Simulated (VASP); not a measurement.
Input:

```yaml
crystal:
  lattice:
    - [0.00000, 2.16758, 2.16758]
    - [2.16758, 0.00000, 2.16758]
    - [2.16758, 2.16758, 0.00000]
  atoms:
    - { symbol: Si, position: [0.00000, 0.00000, 0.00000] }
    - { symbol: C, position: [0.25000, 0.25000, 0.25000] }
```

Level of theory: PBE0 hybrid, VASP's PBE PAW potentials (set 64) (plane waves; VASP). Run with 520 eV cut-off, 8×8×8 Γ-centred mesh, Gaussian smearing of 0.050 eV, potentials Si C.

Task: Give the stress tensor in GPa (positive for a compressed cell).

Result: 
```
1.70  0.00  0.00
0.00  1.70  0.00
0.00  0.00  1.70
```
The pressure is its mean diagonal, 1.70 GPa.

The compound is SiC in the zinc blende structure. This cell is one point of a volume scan, at 0.97 of the reference volume. The cell's shape comes from a PBE relaxation.
